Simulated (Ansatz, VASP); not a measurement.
## One calculation of Be2B3, two programs

File INCAR:

```
PREC = Accurate
ENCUT = 600
EDIFF = 1E-6
ISMEAR = 0
SIGMA = 0.1
LREAL = False
LASPH = True
NELM = 100
ALGO = Fast
ISIF = 3
LWAVE = False
LCHARG = False
GGA = PE
IBRION = 2
NSW = 100
EDIFFG = -0.01
```

Contents of KPOINTS:

```
Automatic mesh
0
Gamma
  12 12 8
```

POSCAR

```
Be2B3
1.0
    3.4278124712      0.0000000000      0.0000000000
   -1.7139062356      2.9685726794      0.0000000000
    0.0000000000      0.0000000000      4.4791849891
Be B
2 3
Direct
    0.0000000000      0.0000000000      0.2357035487
    0.0000000000      0.0000000000      0.7642964513
    0.5000000000      0.0000000000      0.5000000000
    0.0000000000      0.5000000000      0.5000000000
    0.5000000000      0.5000000000      0.5000000000
```

Input for Ansatz:

```yaml
crystal:
  lattice:
    - [3.4278124712, 0.0, 0.0]
    - [-1.7139062356, 2.9685726794, 0.0]
    - [0.0, 0.0, 4.4791849891]
  atoms:
    - { symbol: Be, position: [0.0, 0.0, 0.2357035487] }
    - { symbol: Be, position: [0.0, 0.0, 0.7642964513] }
    - { symbol: B, position: [0.5, 0.0, 0.5] }
    - { symbol: B, position: [0.0, 0.5, 0.5] }
    - { symbol: B, position: [0.5, 0.5, 0.5] }
basis:
  ecutwfc: 420
kpoints:
  mp_grid: { grid: [12, 12, 8] }
hamiltonian:
  xc: pbe
scf:
  occupations: { method: gaussian, width: 0.1 }
output:
  forces: true
  stress: true
  eigenvalues: true
relax:
  adjacent_minimum: "off"
  f_tol: 0.01
  max_steps: 80
  cell: { stress_tol: 0.05 }
```

Alike in both runs: task relaxation of cell and atoms; functional PBE; k mesh 12 × 12 × 8; occupations gaussian, width 0.1 eV; no spin polarisation.

|  | VASP | Ansatz |
| --- | --- | --- |
| version | VASP 6.6.1 | Ansatz 0.2.0 |
| potentials or method | VASP PAW PBE potentials, release 64 (Be, B) | scalar-relativistic, plane waves, PAW |
| plane-wave cutoff (eV) | 600 | 420 |
| valence electrons in the cell | 13 | 13 |

|  | VASP | Ansatz | Ansatz less VASP |
| --- | --- | --- | --- |
| gap on the k mesh at the Fermi level, each at its own relaxed structure (eV) | none | none | - |
| relaxed volume (Å³/atom) | 9.21 | 9.20 | -0.006 |
| relaxed cell length with the largest relative difference (Å) | 4.573 | 4.572 | -0.0011 |
| energy change over the relaxation (meV/atom) | -3 | -3 | 0.0 |

A gap of «none» marks a metal or a gap that the smearing closes.
